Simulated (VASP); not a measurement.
A VASP calculation is set up with these files.

**KPOINTS**
```
K-points
0
G
 6 6 4
0 0 0
```

**INCAR**
```
! general
SYSTEM =BaS
PREC   =Accurate
ENCUT  =500   ! plane-wave cut-off (eV)
LREAL  =F
LASPH  =T   ! aspherical one-centre terms

! electronic loop
EDIFF  =1E-6   ! SCF stop (eV)
NELM   =100
ALGO   =Normal   ! blocked Davidson
LMAXMIX=4   ! l cut-off of mixed one-centre charges

! smearing
ISMEAR =0   ! Gaussian
SIGMA  =0.05   ! width (eV)

! functional
GGA    =PS

! ions
IBRION =2
NSW    =40
ISIF   =3   ! ions, shape and volume
EDIFFG =-0.02   ! ionic stop
PSTRESS=300   ! kbar

! output
LWAVE  =F
LCHARG =F
```

**POSCAR**
```
BaS
1
    4.7943112626     0.0000000000     0.0000000000
   -2.3971556314     4.1519947219     0.0000000000
    0.0000000000     0.0000000000     5.8038022227
Ba S
2 2
Direct
  0.3333330000   0.6666670000   0.9375771177
  0.6666670000   0.3333330000   0.4375771177
  0.3333330000   0.6666670000   0.4374228823
  0.6666670000   0.3333330000   0.9374228823
```

POTCAR, in this order: Ba_sv S (PBE.64 set). Program: vasp_std.

**Question.** Write an equivalent input for Ansatz.

**Answer.** One equivalent input (not run):
Ansatz 0.2 input:
```yaml
crystal:
  lattice:
    - [4.7943113, 0.0000000, 0.0000000]
    - [-2.3971556, 4.1519947, 0.0000000]
    - [0.0000000, 0.0000000, 5.8038022]
  atoms:
    - { symbol: Ba, position: [0.3333330, 0.6666670, 0.9375771] }
    - { symbol: Ba, position: [0.6666670, 0.3333330, 0.4375771] }
    - { symbol: S, position: [0.3333330, 0.6666670, 0.4374229] }
    - { symbol: S, position: [0.6666670, 0.3333330, 0.9374229] }
kpoints:
  mp_grid: { grid: [6, 6, 4] }
hamiltonian:
  xc: pbesol
  pseudopotentials: { kind: paw }
scf:
  occupations: { method: gaussian, width: 0.05 }
  max_iter: 100
relax:
  max_steps: 40
  f_tol: 0.02
  cell: { p_target: 30 }
output: { forces: true, stress: true, eigenvalues: true }
```
Limits of the translation: each code has its own PAW files, so the cut-off isn't converted (ENCUT is set for VASP's; basis.ecutwfc is left out, and Ansatz then takes the one that its files recommend); Ansatz stops its SCF on the density residual and VASP on the energy change (EDIFF).

The structure was generated: BaS was put into the wurtzite type (P6_3mc), which need not be its known phase. This run relaxes it under an external pressure of 30 GPa. It ends in space group P6_3/mmc. Symmetry was kept, so distortions that lower it aren't found.
